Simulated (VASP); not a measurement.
The system is W.

```
CELL_PARAMETERS angstrom
-1.58234 1.58234 1.58234
1.58234 -1.58234 1.58234
1.58234 1.58234 -1.58234
ATOMIC_POSITIONS crystal
W 0.00000 0.00000 0.00000
```

```yaml
Program: VASP 6.6.1
Task: relaxation of cell and atoms
Functional: PBE
Potentials_or_basis: VASP PAW PBE potentials, release 64 (W_sv)
Cutoff: 350 eV
k_mesh: 18 × 18 × 18
Occupations: gaussian, width 0.1 eV
Spin: no spin polarisation
```

At the start: pressure 5.9 GPa; volume 15.85 Å³/atom.

Q: How do energy, volume and symmetry change on relaxing?

A: Over 4 steps the energy falls by 5.2 meV/atom and the volume is 16.14 Å³/atom (+1.8 %); space group Im-3m (No. 229, to 0.05 Å).

The path:
| step | energy change (eV) | largest force (eV/Å) | pressure (GPa) | volume (Å³) |
| --- | --- | --- | --- | --- |
| 1 | 0.0000 | 0.0000 | 5.87 | 15.85 |
| 2 | 0.0569 | 0.0000 | -17.38 | 17.22 |
| 3 | -0.0052 | 0.0000 | -0.15 | 16.15 |
| 4 | -0.0052 | 0.0000 | -0.01 | 16.14 |

Final structure:
```yaml
crystal:
  lattice:
    - [-1.59199, 1.59199, 1.59199]
    - [1.59199, -1.59199, 1.59199]
    - [1.59199, 1.59199, -1.59199]
  atoms:
    - { symbol: W, position: [0.00000, 0.00000, 0.00000] }
```
